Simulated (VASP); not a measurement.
These are PBEsol GGA, VASP's PBE PAW potentials (set 64) (plane waves; VASP 6.6.1) values and carry that method's errors.

VASP ran on this input.

**INCAR**
```
# general
SYSTEM =CuI
PREC   =Accurate
ENCUT  =500
LREAL  =.FALSE.
LASPH  =.TRUE.

# electronic loop
EDIFF  =1E-6
NELM   =100
ALGO   =Normal
LMAXMIX=4

# smearing
ISMEAR =0
SIGMA  =0.05

# functional
GGA    =PS

# ions
IBRION =2
NSW    =40
ISIF   =3
EDIFFG =-0.02
PSTRESS=50

# output
LWAVE  =.FALSE.
LCHARG =.FALSE.
```

**KPOINTS**
```
Automatic mesh
0
Gamma
8 8 8
0 0 0
```

### POSCAR
```
CuI
1
   -0.0000000000     2.8927475160     2.8927475160
    2.8927475160    -0.0000000000     2.8927475160
    2.8927475160     2.8927475160    -0.0000000000
Cu I
1 1
Direct
  0.0000000000   0.0000000000   0.0000000000
  0.2500000000   0.2500000000   0.2500000000
```

POTCAR, in this order: Cu I (PBE.64 set). Program: vasp_std.

Task: What will the output report for the number of irreducible k-points (NKPTS), largest plane-wave count, number of space-group operations, FFT grid (NGX, NGY, NGZ)?

Result: 
The number of irreducible k-points (NKPTS) is 29 and the largest plane-wave count comes out as 1249. The number of space-group operations is 24 and the FFT grid (NGX, NGY, NGZ) comes out as 30 × 30 × 30.

The structure was generated: CuI was put into the zinc blende type (F-43m), which need not be its known phase. This run relaxes it under an external pressure of 5 GPa. Symmetry was kept, so distortions that lower it aren't found.
